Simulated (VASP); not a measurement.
Consider the following.

```
CELL_PARAMETERS angstrom
      5.65250    -1.57378    -0.00317
      5.65250     1.57378    -0.00317
     -0.07574     0.00000     5.02790
ATOMIC_POSITIONS crystal
  Mo 0.09119 0.09119 0.50255
  Mo 0.90956 0.90956 0.99292
  P  0.70117 0.70117 0.80310
  P  0.43405 0.43405 0.62651
  P  0.56925 0.56925 0.11891
  As 0.29478 0.29478 0.29801
```

These are PBEsol GGA, VASP's PBE PAW potentials (set 64) (plane waves; VASP) values and carry that method's errors. Numerical set-up: 400 eV cut-off, Gaussian smearing of 0.050 eV, potentials Mo_sv P As.

Problem. Give the energies of bands 14 to 27 at the high-symmetry points, in eV from the Fermi level.

Solution. 
```csv
band,Γ,C,Y2,M2,D,A,V2
14,-6.18,-6.42,-6.70,-5.35,-6.49,-7.23,-6.32
15,-4.97,-5.65,-4.94,-4.32,-5.38,-3.75,-5.55
16,-4.38,-5.54,-3.59,-4.12,-5.37,-3.52,-5.07
17,-3.90,-4.05,-3.33,-3.08,-4.03,-3.09,-4.09
18,-2.44,-3.80,-2.95,-2.82,-3.92,-3.00,-3.77
19,-2.31,-3.29,-2.44,-2.81,-3.57,-2.75,-3.65
20,-2.28,-3.07,-2.27,-2.74,-3.42,-2.48,-3.24
21,-1.93,-2.76,-1.58,-1.76,-3.04,-1.14,-2.79
22,-1.47,-2.27,-1.13,-1.42,-2.88,-0.84,-2.45
23,-1.16,-1.81,-0.75,-1.06,-1.15,-0.36,-1.49
24,-0.74,0.12,-0.38,-0.91,-1.07,-0.22,0.20
25,0.40,1.38,-0.29,1.07,1.85,0.77,0.89
26,1.09,1.55,0.60,1.16,1.91,0.94,1.80
27,1.49,2.09,1.06,2.54,2.00,2.16,2.07
```

It has no gap at this level: it comes out as a metal or semimetal.

The structure comes from a computed database's Mo2AsP3 entry (Cm); how it stands against other phases isn't given here. It was relaxed first.
